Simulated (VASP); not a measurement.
A 63-atom supercell of BN (zinc blende) holds Si on the B site with a neighbouring N vacancy in charge state -1. It is relaxed twice, with the total moment held at 1 and at 3 μB. Calculation: PBE GGA, VASP's PBE PAW potentials (set 64) (plane waves; VASP). Numerical set-up: PREC = Normal, LREAL = Auto, ISYM = 0, NELECT = 253.0, EDIFF = 1E-5, 400 eV cut-off, 1×1×1 Γ-centred mesh, Gaussian smearing of 0.050 eV, potentials B N Si.

The cell is charged, with a uniform compensating background. The supercell is sampled at Γ alone, which is coarse: total energies, pressure and levels can be off, energies of defects by several tenths of an eV.

### Question
Which spin state lies lower, and by how much?

### Answer
The state with 1 μB lies lower, by 1.41 eV.

The cell is a supercell with a defect, built from BN (zinc blende).
